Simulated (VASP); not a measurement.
Input:

```
CELL_PARAMETERS angstrom
     -1.85041     5.46083     2.58173
      1.85041    -5.46083     2.58173
      1.85041     5.46083    -2.58173
ATOMIC_POSITIONS crystal
  Cu 0.42731 0.26074 0.16657
  Cu 0.09416 0.26074 0.83343
  Ge 0.73073 0.23073 0.50000
  S  0.32998 0.00000 0.32998
  S  0.67002 0.00000 0.67002
  S  0.00678 0.00678 0.00000
```

Method: LDA (Ceperley-Alder, Perdew-Zunger), VASP's LDA PAW potentials (set 64) (plane waves; VASP). Settings: 400 eV cut-off, Gaussian smearing of 0.050 eV, potentials Cu Ge_d S.

**Question.** Estimate the band gap (along the path) with the smallest direct gap where there is one.

**Answer.** 
```json
{
 "band gap (along the path)": "none (metal, semimetal or under 0.01 eV)"
}
```

The structure comes from a computed database's Cu2GeS3 entry (Imm2); how it stands against other phases isn't given here. It was relaxed first.
